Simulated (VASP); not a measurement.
Energy against volume of SnO$_{2}$ (rutile). Calculation: PBE GGA with D3 dispersion (zero damping), VASP's PBE PAW potentials (set 64) (plane waves; VASP). Run with 520 eV cut-off, 5×5×7 Γ-centred mesh, Gaussian smearing of 0.050 eV, potentials Sn_d O.

Shape and ions are relaxed at each volume.

```tsv
V (Å³/atom)	E (eV/atom)
12.097	-6.35277
12.471	-6.35961
12.845	-6.35417
13.219	-6.33871
```

Fit these four points and predict the energy of the run at 11.723 Å³/atom.

A cubic in V^(−2/3), the third-order Birch-Murnaghan form, passes through the four points with V0 = 12.48 Å³/atom and B0 = 174 GPa, and gives -6.3309 eV/atom there. The run gave -6.3311 eV/atom, -0.2 meV/atom from the fit; all five points give B0 = 174 GPa.

The compound is SnO2 in the rutile structure. It was relaxed first.
